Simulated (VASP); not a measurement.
Output of a VASP run:

File OSZICAR:
```
       N       E                     dE             d eps       ncg     rms          rms(c)
DAV:   1     0.558851397777E+03    0.55885E+03   -0.35543E+04  1984   0.115E+03
DAV:   2    -0.445079675735E+02   -0.60336E+03   -0.58901E+03  2012   0.412E+02
DAV:   3    -0.720350383451E+02   -0.27527E+02   -0.25984E+02  2400   0.682E+01
DAV:   4    -0.727738193246E+02   -0.73878E+00   -0.73223E+00  2184   0.884E+00
DAV:   5    -0.727885897646E+02   -0.14770E-01   -0.14754E-01  2314   0.127E+00    0.808E+01
DAV:   6    -0.698138899043E+02    0.29747E+01   -0.52951E+00  1915   0.133E+01    0.436E+01
DAV:   7    -0.691684776441E+02    0.64541E+00   -0.36119E+00  2144   0.815E+00    0.135E+01
DAV:   8    -0.691402421129E+02    0.28236E-01   -0.12406E+00  2305   0.323E+00    0.372E+00
DAV:   9    -0.690727056001E+02    0.67537E-01   -0.44686E-01  2215   0.286E+00    0.442E-01
DAV:  10    -0.690718769540E+02    0.82865E-03   -0.98782E-03  2179   0.374E-01    0.208E-01
DAV:  11    -0.690718300287E+02    0.46925E-04   -0.21541E-03  2217   0.178E-01    0.256E-01
DAV:  12    -0.690717464175E+02    0.83611E-04   -0.38609E-04  2225   0.633E-02    0.472E-02
DAV:  13    -0.690717421600E+02    0.42574E-05   -0.18142E-05  2331   0.212E-02    0.345E-02
DAV:  14    -0.690717432644E+02   -0.11044E-05   -0.45308E-07  1318   0.366E-03    0.292E-03
DAV:  15    -0.690717432130E+02    0.51481E-07   -0.10476E-07  1209   0.142E-03
   1 F= -.69071743E+02 E0= -.69068755E+02  d E =-.597610E-02
```

File OUTCAR:
```
------------------------ aborting loop because EDIFF is reached ----------------------------------------
  FORCE on cell =-STRESS in cart. coord.  units (eV):
  Direction    XX          YY          ZZ          XY          YZ          ZX
  --------------------------------------------------------------------------------------
  Total       -3.2035297     -3.2035297     -3.2035297      0.0000000      0.0000000     -0.0000000
  in kB      -47.7044037    -47.7044037    -47.7044037      0.0000000      0.0000000     -0.0000000
  external PRESSURE =     -47.7044037 kB  Pullay stress =       0.0000000 kB
  volume of cell :      107.59
      direct lattice vectors                 reciprocal lattice vectors
     0.000000000  3.775000000  3.775000000    -0.132450331  0.132450331  0.132450331
     3.775000000  0.000000000  3.775000000     0.132450331 -0.132450331  0.132450331
     3.775000000  3.775000000  0.000000000     0.132450331  0.132450331 -0.132450331
 POSITION                                       TOTAL-FORCE (eV/Angst)
 -----------------------------------------------------------------------------------
      4.71875      4.71875      4.71875        -0.000000      0.000000     -0.000000
      4.71875      2.83125      2.83125        -0.000000      0.000000     -0.000000
      2.83125      2.83125      4.71875        -0.000000      0.000000     -0.000000
      2.83125      4.71875      2.83125        -0.000000      0.000000     -0.000000
      0.00000      0.00000      0.00000         0.000000      0.000000      0.000000
      1.88750      1.88750      1.88750        -0.000000     -0.000000     -0.000000
 -----------------------------------------------------------------------------------
    total drift:                               -0.000000      0.000000      0.000000
  FREE ENERGIE OF THE ION-ELECTRON SYSTEM (eV)
  ---------------------------------------------------
  free  energy   TOTEN  =       -69.0717432130 eV

  energy  without entropy=      -69.0657671081  energy(sigma->0) =      -69.06875516
```
(Selected blocks of OUTCAR.)

File POSCAR:
```
HfMo2
1
    0.0000000000     3.7750000000     3.7750000000
    3.7750000000     0.0000000000     3.7750000000
    3.7750000000     3.7750000000     0.0000000000
Mo Hf
4 2
Direct
  0.6250000000   0.6250000000   0.6250000000
  0.1250000000   0.6250000000   0.6250000000
  0.6250000000   0.6250000000   0.1250000000
  0.6250000000   0.1250000000   0.6250000000
  0.0000000000   0.0000000000   0.0000000000
  0.2500000000   0.2500000000   0.2500000000
```

### Question
Reconstruct the remaining input files.

### Answer
Several could match; the one computed here: the input of the run itself, PBEsol GGA, plane waves, VASP's PBE PAW potentials (set 64).

INCAR:
```
SYSTEM = HfMo2
PREC = Accurate
ENCUT = 300
EDIFF = 1E-6
NELM = 100
ALGO = Normal
LREAL = .FALSE.
LASPH = .TRUE.
ISMEAR = 0
SIGMA = 0.05
GGA = PS
LMAXMIX = 6
LWAVE = .FALSE.
LCHARG = .FALSE.
ISIF = 2
```

File KPOINTS:
```
kpoints
0
G
  7 7 7
0 0 0
```

POTCAR, in this order: Mo_sv Hf_pv (PBE.64 set). Program: vasp_std.

At this cut-off the stress carries a Pulay error, which pulls relaxed volumes low.

The structure comes from a measured HfMo2 entry of the Crystallography Open Database, whose conditions weren't checked. The cell was not relaxed at this level.
